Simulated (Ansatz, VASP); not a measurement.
# Cross-check of Y between VASP and Ansatz

Wanted: the spread between two codes on one cell, functional and k mesh. The cell is taken from a series of runs on this material, whose earlier steps may have relaxed, scaled, displaced or heated it; both programs get it as it stands.

Calculated with Ansatz 0.2.0; plane waves, with VASP 6.6.1 beside it; relaxation of cell and atoms at LDA.

This is not the structure that Y takes at ambient pressure and room temperature (hexagonal, No. 194); it is a model or a phase of other conditions.

## (1) The structure

It takes space group Im-3m (No. 229, cubic). The conventional cell has a = 3.910 Å, b = 3.910 Å, c = 3.910 Å, α = 90.00°, β = 90.00°, γ = 90.00°. Nearest to Y lie 8 Y at 3.39 Å.

## (2) VASP: relaxation of cell and atoms, LDA, pair 1

The relaxed volume is the usual yardstick between codes: in a stiff, nearly cubic crystal its relative difference is about their pressure difference at one cell divided by the bulk modulus.

Lines of VASP's logs that name or quote its potential files are left out, and so is its time.

Contents of INCAR:

```
SYSTEM = Y
PREC = Accurate
ENCUT = 500
EDIFF = 1E-07
NELM = 120
ISMEAR = 1
SIGMA = 0.2
LREAL = .FALSE.
ALGO = Normal
GGA = CA
NBANDS = 11
LASPH = .TRUE.
LORBIT = 11
LWAVE = .FALSE.
LCHARG = .FALSE.
ISIF = 3
IBRION = 2
NSW = 80
EDIFFG = -0.005
GGA_COMPAT = .FALSE.
NELMIN = 4
KPAR = 2
```

Contents of POSCAR:

```
Y
1.0
   -1.9548670000      1.9548670000      1.9548670000
    1.9548670000     -1.9548670000      1.9548670000
    1.9548670000      1.9548670000     -1.9548670000
Y
1
Direct
    0.0000000000      0.0000000000      0.0000000000
```

Contents of KPOINTS:

```
Automatic mesh
0
Gamma
16 16 16
0 0 0
```

PAW data sets: Y_sv (LDA family, release 64).

Run with:

```console
mpirun -np 2 vasp_std
```

Numbers of over 12 decimals in the logs are rounded to 6 here.

Output:

```text
[banner, memory and clock lines left out]
running    2 mpi-ranks, on    1 nodes
 distrk:  each k-point on    1 cores,    2 groups
 distr:  one band on    1 cores,    1 groups

 POSCAR found type information on POSCAR Y
 POSCAR found :  1 types and       1 ions
 LDA part: xc-table for (Slater(with rela. corr.)+CA(PZ))
 , standard interpolation
 POSCAR, INCAR and KPOINTS ok, starting setup
 FFT: planning ... GRIDC
 FFT: planning ... GRID_SOFT
 FFT: planning ... GRID
 WAVECAR not read
 entering main loop
       N       E                     dE             d eps       ncg     rms          rms(c)
DAV:   1     0.230894065237E+02    0.23089E+02   -0.56270E+03  3198   0.889E+02
DAV:   2    -0.579039786280E+01   -0.28880E+02   -0.28166E+02  3810   0.167E+02
DAV:   3    -0.698299932354E+01   -0.11926E+01   -0.11738E+01  4529   0.226E+01
DAV:   4    -0.701502214579E+01   -0.32023E-01   -0.31945E-01  3821   0.338E+00
DAV:   5    -0.701587591337E+01   -0.85377E-03   -0.85369E-03  4224   0.395E-01    0.250E+01
DAV:   6    -0.685018444207E+01    0.16569E+00   -0.21373E-01  3581   0.311E+00    0.150E+01
DAV:   7    -0.681841096619E+01    0.31773E-01   -0.27813E-01  3809   0.347E+00    0.105E+00
DAV:   8    -0.681518736504E+01    0.32236E-02   -0.30691E-02  3590   0.145E+00    0.174E-01
DAV:   9    -0.681511644993E+01    0.70915E-04   -0.72981E-04  3867   0.241E-01    0.786E-02
DAV:  10    -0.681510379626E+01    0.12654E-04   -0.70533E-05  3730   0.765E-02    0.183E-02
DAV:  11    -0.681510334623E+01    0.45003E-06   -0.92464E-06  3767   0.285E-02    0.141E-02
DAV:  12    -0.681510346813E+01   -0.12189E-06   -0.10780E-06  3708   0.102E-02    0.343E-03
DAV:  13    -0.681510346406E+01    0.40661E-08   -0.47726E-08  2591   0.200E-03
   1 F= -.68151035E+01 E0= -.68141702E+01  d E =-.681510E+01
 curvature:   0.00 expect dE= 0.000E+00 dE for cont linesearch  0.000E+00
 trial: gam= 0.00000 g(F)=  0.141E-62 g(S)=  0.108E-03 ort = 0.000E+00 (trialstep = 0.100E+01)
 search vector abs. value=  0.108E-03
 bond charge predicted
       N       E                     dE             d eps       ncg     rms          rms(c)
DAV:   1    -0.681675142215E+01   -0.16480E-02   -0.29184E-02  4964   0.117E+00    0.298E-01
DAV:   2    -0.681523835648E+01    0.15131E-02   -0.25428E-03  4325   0.347E-01    0.100E-01
DAV:   3    -0.681504336854E+01    0.19499E-03   -0.15531E-03  4808   0.218E-01    0.598E-02
DAV:   4    -0.681511302129E+01   -0.69653E-04   -0.44868E-05  4240   0.525E-02    0.167E-02
DAV:   5    -0.681513964722E+01   -0.26626E-04   -0.58144E-05  4300   0.303E-02    0.170E-02
DAV:   6    -0.681514527532E+01   -0.56281E-05   -0.61679E-06  3750   0.216E-02    0.162E-03
DAV:   7    -0.681514531321E+01   -0.37889E-07   -0.53330E-07  3693   0.368E-03
   2 F= -.68151453E+01 E0= -.68142046E+01  d E =-.418491E-04
 trial-energy change:   -0.000042  1 .order   -0.000041   -0.000108    0.000025
 step:   0.8145(harm=  0.8114)  dis= 0.00000  next Energy=    -6.815148 (dE=-0.442E-04)
 bond charge predicted
       N       E                     dE             d eps       ncg     rms          rms(c)
DAV:   1    -0.681520250806E+01   -0.57233E-04   -0.10076E-03  4995   0.216E-01    0.557E-02
DAV:   2    -0.681515017715E+01    0.52331E-04   -0.89494E-05  4363   0.649E-02    0.183E-02
DAV:   3    -0.681514360164E+01    0.65755E-05   -0.52313E-05  4775   0.400E-02    0.110E-02
DAV:   4    -0.681514609685E+01   -0.24952E-05   -0.16565E-06  4313   0.978E-03    0.295E-03
DAV:   5    -0.681514696282E+01   -0.86597E-06   -0.19313E-06  4286   0.562E-03    0.315E-03
DAV:   6    -0.681514714944E+01   -0.18662E-06   -0.21301E-07  3511   0.406E-03    0.304E-04
DAV:   7    -0.681514715045E+01   -0.10091E-08   -0.16031E-08  1991   0.713E-04
   3 F= -.68151472E+01 E0= -.68142080E+01  d E =-.436864E-04
 curvature:  -0.41 expect dE=-0.173E-07 dE for cont linesearch -0.173E-07
 trial: gam=-0.01948 g(F)=  0.281E-62 g(S)=  0.426E-07 ort = 0.214E-05 (trialstep = 0.963E+00)
 search vector abs. value=  0.117E-09
 reached required accuracy - stopping structural energy minimisation
```

OUTCAR, selected parts (step 2):

```text
ion  position               nearest neighbor table
   1  0.000  0.000  0.000-

  LATTYP: Found a body centered cubic cell.
 ALAT       =     3.9097340000

 Subroutine GETGRP returns: Found 48 space group operations
 (whereof 48 operations were pure point group operations)

The static configuration has the point symmetry O_h .

 Found    145 irreducible k-points:

   k-points           NKPTS =    145   k-points in BZ     NKDIM =    145   number of bands    NBANDS=     11

   dimension x,y,z NGX =    28 NGY =   28 NGZ =   28
   dimension x,y,z NGXF=    56 NGYF=   56 NGZF=   56

   ENCUT  =  500.0 eV  36.75 Ry    6.06 a.u.   6.17  6.17  6.17*2*pi/ulx,y,z

   NELECT =      11.0000    total number of electrons

 k-points in reciprocal lattice and weights: Automatic mesh
   0.00000000  0.00000000  0.00000000       0.000
   0.06250000  0.00000000  0.00000000       0.003
   0.12500000  0.00000000  0.00000000       0.003
   0.18750000  0.00000000  0.00000000       0.003
   0.25000000  0.00000000  0.00000000       0.003
   0.31250000  0.00000000  0.00000000       0.003
   0.37500000  0.00000000  0.00000000       0.003
   0.43750000  0.00000000  0.00000000       0.003
   0.50000000  0.00000000  0.00000000       0.001
[...]
0.50000000  0.50000000  0.43750000       0.003
   0.50000000  0.50000000  0.50000000       0.000

 average (electrostatic) potential at core
       1 -36.9583

 E-fermi :   3.4550

 k-point     1 :       0.0000    0.0000    0.0000
  band No.  band energies     occupation
      1     -38.9273      2.00000
      2     -18.6577      2.00000
      3     -18.6577      2.00000
      4     -18.6577      2.00000
      5      -1.4889      2.00000
      6       5.1510     -0.00000
      7       5.1510     -0.00000
      8       5.1510     -0.00000
      9       7.3243     -0.00000
     10       7.3243     -0.00000
    ...

 k-point     2 :       0.0625    0.0000    0.0000
  band No.  band energies     occupation
      1     -38.9233      2.00000
      2     -18.6893      2.00000
      3     -18.6673      2.00000
      4     -18.6579      2.00000
      5      -1.3740      2.00000
      6       5.0658     -0.00000
      7       5.1155     -0.00000
      8       5.2624     -0.00000
      9       7.1847     -0.00000
     10       7.3203     -0.00000
    ...

 k-point     3 :       0.1250    0.0000    0.0000
  band No.  band energies     occupation
      1     -38.9120      2.00000
      2     -18.7783      2.00000
      3     -18.6944      2.00000
      4     -18.6586      2.00000
      5      -1.0423      2.00000
      6       4.8381     -0.00000
      7       4.9664     -0.00000
      8       5.5926     -0.00000
      9       6.9343     -0.00000
     10       7.3192     -0.00000
    ...

  Total       -0.0005427     -0.0005427     -0.0005427      0.0000000      0.0000000     -0.0000000
  in kB       -0.0291926     -0.0291926     -0.0291926      0.0000000      0.0000000     -0.0000000
  external PRESSURE =      -0.0291926 kB  Pullay stress =       0.0000000 kB

  energy-cutoff  :      500.00
  volume of cell :       29.79
      direct lattice vectors                 reciprocal lattice vectors
    -1.952770016  1.952770016  1.952770016     0.000000000  0.256046537  0.256046537
     1.952770016 -1.952770016  1.952770016     0.256046537  0.000000000  0.256046537
     1.952770016  1.952770016 -1.952770016     0.256046537  0.256046537  0.000000000

 POSITION                                       TOTAL-FORCE (eV/Angst)
 -----------------------------------------------------------------------------------
      0.00000      0.00000     -0.00000        -0.000000      0.000000      0.000000
 -----------------------------------------------------------------------------------
    total drift:                               -0.000000     -0.000000      0.000000

  FREE ENERGIE OF THE ION-ELECTRON SYSTEM (eV)
  ---------------------------------------------------
  free  energy   TOTEN  =        -6.8151471504 eV

  energy  without entropy=       -6.8123295754  energy(sigma->0) =       -6.81420796

 reached required accuracy - stopping structural energy minimisation

 total charge
# of ion       s       p       d       f       tot
--------------------------------------------------
    1        2.299   6.245   1.034   0.009   9.587

[... 3 further parts left out ...]
```

CONTCAR:

```
Y
   1.00000000000000
    -1.9527700161405319    1.9527700161405319    1.9527700161405319
     1.9527700161405319   -1.9527700161405319    1.9527700161405319
     1.9527700161405319    1.9527700161405319   -1.9527700161405319
  Y
     1
Direct
     0.0000000000000000    0.0000000000000000    0.0000000000000000
```

## (3) Ansatz: relaxation of cell and atoms, LDA, pair 1

Ansatz runs on its PAW soft_1 files.

The same cell, functional (in two slightly different forms), mesh and smearing now go to Ansatz, which takes its cutoff from its data sets.

Contents of input.yaml:

```yaml
crystal:
  lattice:
    - [-1.9548669328, 1.9548669328, 1.9548669328]
    - [1.9548669328, -1.9548669328, 1.9548669328]
    - [1.9548669328, 1.9548669328, -1.9548669328]
  atoms:
    - { symbol: "Y", position: [0.0, 0.0, 0.0] }
kpoints:
  mp_grid: { grid: [16, 16, 16] }
hamiltonian:
  xc: lda
  pseudopotentials: { kind: paw, azcp: { folder: soft_1 }, xc_functional: pbe }
scf:
  occupations: { method: methfessel_paxton, width: 0.2 }
output:
  forces: true
  stress: true
  eigenvalues: true
relax:
  adjacent_minimum: "off"
  f_tol: 0.001
  max_steps: 60
  cell: { stress_tol: 0.01 }
```

Run with:

```console
ansatz run input.yaml --threads 8 --pin off --max-ram 16384MiB --backend cpu --events-out ev --progress --plain --runs-dir out
```

Output:

```text
Engine: ansatz 0.2.0, x86_64-unknown-linux-gnu
Pseudopotentials: kind: paw
Pseudopotential: Y, paw, valence charge 11, recommended cutoff 420 eV (normal), soft_1/Y.paw.azcp
Functional definition: SPW92
  exchange = slater_x
  correlation = pw_c
Crystal: 1 atoms, lattice volume = 29.882 Å³
Basis set: ecut = 420 eV, 603 PW (Γ)
Bands: 10, of which v1, the nominal top of the filled ones, is band 6 counted from 1 (5 counted from 0)
Symmetry: 48 space group operations
Space group: Im-3m (ITA 229), of the structure as read, at distance tolerance 3.1e-5 Å
k-points: 145 of 4096
Non-local potential: Y, projectors of the file, l = 0: 3, l = 1: 2, l = 2: 2, l = 3: 1
PAW form: soft (Blöchl's): semilocal exchange-correlation on the pseudo side does not see the compensation charge
PAW frozen core: Y, regenerated for the run's functional, and the local potential with it (the file was generated under x = pbe(κ = 0.804, μ = 0.219515), c = pbe(β = 0.066725))
PAW one-centre angular grid: Y, 590 points (default); XC on 64 Gauss nodes
Initial density: superposition of atomic densities (chi_scale 0.1, normalization cell)
Initial wavefunctions: pseudopotential atomic-orbital guess
Functional: x = slater, c = lda
SCF iter   1: F=—  HF=-3745.472641 eV  |F-HF|=—  |Δ(HF+E_count)|=         —  Δρ=1.33e-2  dr2=7.89e-2  ethr=3.10e-3  ⟨swp⟩=4.9  Hψ=8152  notcnv=0
preconditioner: auto → Kerker (q_TF=auto, 2.310 Å⁻¹)  [metal: Δε(μ)=0.022 eV  Ē_g=4.710 eV  σ=0.200 eV  W_gap=0.09  n_scr=12 (ndim 8)  ℏωp=11.8 eV  f_vac=0.000  D(μ)=2.51/eV (n_scr^D=18)]
SCF iter   2: F=—  HF=-3745.455353 eV  |F-HF|=—  |Δ(HF+E_count)|=   1.73e-2  S|Δr|=    0.00e0  Δρ=8.39e-3  dr2=3.17e-2  ethr=7.18e-4  ⟨swp⟩=1.0  Hψ=2610  notcnv=0
SCF iter   3: F=—  HF=-3745.444501 eV  |F-HF|=—  |Δ(HF+E_count)|=   1.09e-2  S|Δr|=    0.00e0  Δρ=1.01e-3  dr2=2.59e-4  ethr=2.88e-4  ⟨swp⟩=2.6  Hψ=2160  notcnv=0
SCF iter   4: F=—  HF=-3745.444503 eV  |F-HF|=—  |Δ(HF+E_count)|=   2.56e-6  S|Δr|=    0.00e0  Δρ=1.75e-4  dr2=5.65e-6  ethr=2.36e-6  ⟨swp⟩=1.6  Hψ=1631  notcnv=0
SCF iter   5: F=—  HF=-3745.444504 eV  |F-HF|=—  |Δ(HF+E_count)|=   4.46e-7  S|Δr|=    0.00e0  Δρ=2.85e-5  dr2=1.11e-7  ethr=5.14e-8  ⟨swp⟩=2.1  Hψ=2255  notcnv=0
SCF iter   6: F=-3745.444504 eV  HF=-3745.444504 eV  |F-HF|=5.84e-10  |Δ(HF+E_count)|=   5.20e-8  S|Δr|=    0.00e0  Δρ=2.54e-6  dr2=7.68e-10  ethr=9.09e-10  ⟨swp⟩=5.1  Hψ=6161  notcnv=0
SCF 1 converged in 6 iterations: F = -3745.444504 eV  dr2 = 7.68e-10
  greatest PAW one-centre occupation: 0.992 electrons in one spin orbital (limit 2), on the Y atom at site 0 (counted from 0), in its partial waves of l = 0
relax step   1: F+E_penalty+E_count = -3745.44450365 eV  Δ(F+E_penalty+E_count) = +0.000e0 eV  max|allowed force component| = 0.000e0 eV/Å  Δτ_max = 0.0000 Å  P = +0.004 GPa  Ω = 29.882 Å³  (6 SCF iters, dr2 threshold 1.00e-7 eV, accepted)
Initial density: handed on by an earlier stage of this run
Initial wavefunctions: pseudopotential atomic-orbital guess (no wavefunctions were taken with the density)
iter 1 solved again at ethr=6.30e-8 eV; its pass at ethr=3.10e-3 eV (dr2=6.93e-6 eV) is discarded
SCF iter   1: F=—  HF=-3745.444504 eV  |F-HF|=—  |Δ(HF+E_count)|=         —  Δρ=2.68e-6  dr2=8.09e-10  ethr=6.30e-8  ⟨swp⟩=3.0  Hψ=12643  notcnv=0
eigensolver tolerance schedule: the retry pair's looser diagonalisation over-reported the residual by 8569.31 of it (diagonalisation noise at 0.21 of the residual, at the tolerance the schedule requests for it); recorded, not acted on — ethr = c·dr2/N_el stays at c = 1.0e-1
preconditioner: auto → Kerker (q_TF=auto, 2.310 Å⁻¹)  [metal: Δε(μ)=0.021 eV  Ē_g=4.601 eV  σ=0.200 eV  W_gap=0.09  n_scr=12 (ndim 8)  ℏωp=11.8 eV  f_vac=0.000  D(μ)=2.60/eV (n_scr^D=42)]
SCF iter   2: F=—  HF=-3745.444504 eV  |F-HF|=—  |Δ(HF+E_count)|=   1.24e-7  S|Δr|=    0.00e0  Δρ=1.48e-6  dr2=3.11e-10  ethr=7.35e-12  ⟨swp⟩=2.4  Hψ=2429  notcnv=0
SCF iter   3: F=—  HF=-3745.444504 eV  |F-HF|=—  |Δ(HF+E_count)|=  2.02e-10  S|Δr|=    0.00e0  Δρ=2.16e-7  dr2=8.22e-12  ethr=2.82e-12  ⟨swp⟩=2.0  Hψ=2260  notcnv=0
SCF iter   4: F=-3745.444504 eV  HF=-3745.444504 eV  |F-HF|=4.55e-13  |Δ(HF+E_count)|=  1.82e-12  S|Δr|=    0.00e0  Δρ=4.38e-8  dr2=3.44e-13  ethr=1.00e-12  ⟨swp⟩=3.1  Hψ=5366  notcnv=0
SCF 2 converged in 4 iterations: F = -3745.444504 eV  dr2 = 3.44e-13
relax step   2: F+E_penalty+E_count = -3745.44450365 eV  Δ(F+E_penalty+E_count) = -2.956e-11 eV  max|allowed force component| = 0.000e0 eV/Å  Δτ_max = 0.0000 Å  P = +0.004 GPa  Ω = 29.882 Å³  stress off target by 3.76e-3 GPa  SCF on the basis re-selected at this cell (its energy is not comparable with the rows above)  (4 SCF iters)
basis re-selected at this cell: Δ(F+E_penalty+E_count) = -2.956e-11 eV, ΔP = -0.000 GPa vs the last step (what re-selecting the basis moved, of the pressure what is left beyond the Pulay correction that the steps carried, after the strain that the cell walked since its last selection, with what the two solves' SCF thresholds leave and, on support functions, any second-order correction that the steps lacked; it is no  [...]
SCF converged after 4 iterations
Stability not checked: this state was not tested for a lower state beside it, because cold or Methfessel-Paxton smearing, or corrected tetrahedra, fill the levels in a way that the test cannot read (fill_not_monotonic; see scf.lower_state_search)
Free energy (F): -3745.444504 eV
Harris-Foulkes:  -3745.444504 eV  (|F-HF|=4.55e-13)
Internal energy: -3745.441793 eV  (E = F + TS)
E sigma→0 (E₀):  -3745.443826 eV
Entropy (-TS):   -0.002711 eV (-2.711 meV/atom)
Fermi energy:    10.366666 eV
--- Per-component energies (eV) ---
  E_band       = -109.664878
  E_kinetic    = 317.205132
  E_local      = -571.235952  (includes V_loc(G=0)·N_el)
  E_nonlocal   = 31.099520
  E_hartree    = 180.036955
  E_xc         = -177.109322
  E_vxc        = -205.151169  (∫ρ·V_xc dr)
  E_paw        = -2714.862891  (= ΣΔE_a)
  E_vpaw       = -41.656346  (= ΣTr[D̂ρ^β])
  E_aug_tail   = 0.000022  (compensation charges beyond the density's cutoff)
  E_ewald      = -810.904843
  E_core_change = 0.329585  (= ΣΔE_core)
  E_smearing   = -0.002711  (= −TS)
  E_closure    = 0.000000  (closes the sum)
  Σ components = -3745.444504   (vs F -3745.444504, Δ=0.00e0)
--- Forces (eV/Å), atoms counted from 1 ---
  atom   1  Y      0.00000000     0.00000000    -0.00000000
  max |Σ_I F_I| component: 2.63e-31 eV/Å
--- Stress (GPa, compression-positive) ---
        0.003762       0.000000      -0.000000
        0.000000       0.003762      -0.000000
       -0.000000      -0.000000       0.003762
  P = ⅓ Tr σ = 0.0038 GPa (0.038 kbar)
--- Band table (eV; the first three rows and the last of 145) ---
  k-point 0: bands = ["-32.1116", "-11.7718", "-11.7718", "-11.7718", "5.4576", "12.0649", "12.0649", "12.0649", "14.2320", "14.2320"]
  k-point 1: bands = ["-32.1077", "-11.8030", "-11.7813", "-11.7720", "5.5711", "11.9800", "12.0295", "12.1759", "14.0930", "14.2281"]
  k-point 2: bands = ["-32.0966", "-11.8907", "-11.8081", "-11.7726", "5.8987", "11.7532", "11.8804", "12.5050", "13.8436", "14.2274"]
  k-point 144: bands = ["-31.9339", "-12.2956", "-12.2956", "-12.2956", "8.6650", "8.6650", "16.1657", "16.1657", "16.1657", "16.4116"]
--- Relaxed structure (1 steps of the walk, 1 accepted, 1 SCFs on fresh bases) ---
  F+E_penalty+E_count = -3745.44450365 eV   max|allowed force component| = 0.000e0 eV/Å   (the final SCF, on the basis selected at the relaxed cell)
  cell:  # Å, volume = 29.8821 Å³
    - [-1.9548669328, 1.9548669328, 1.9548669328]
    - [1.9548669328, -1.9548669328, 1.9548669328]
    - [1.9548669328, 1.9548669328, -1.9548669328]
  atoms:
    - { symbol: Y, position: [0.0, 0.0, 0.0] }
```

## (4) Side by side

Known differences besides the potentials themselves: the two LDA forms differ slightly; the cutoff is 420 eV in Ansatz and 500 eV in VASP; VASP's log shows a relativistic correction to its local exchange, Ansatz's none; Ansatz adds a Pulay correction to the stress that steers its cell, VASP none. Total energies have different zeros and are not compared.

Compared:

```tsv
quantity	Ansatz	VASP	difference
volume (Å³)	29.88	29.79	+0.32 %
edge a after relaxation, in the typed setting (Å)	3.386	3.382	+0.11 %
```

(Continued in part 2 of 2.)

[Lines on the potential files, build, host, timing and source positions are cut from VASP's logs without a mark.]

[Logs are printed without paths, hosts, clocks, repeated set-up lines and the standing remarks that a program may print on its own settings, such as how far it seeks lower states.]

[Hosts, paths, dates, database ids (printed as entryN), source tags and the programs' standing remarks are cut or masked in the printed files.]
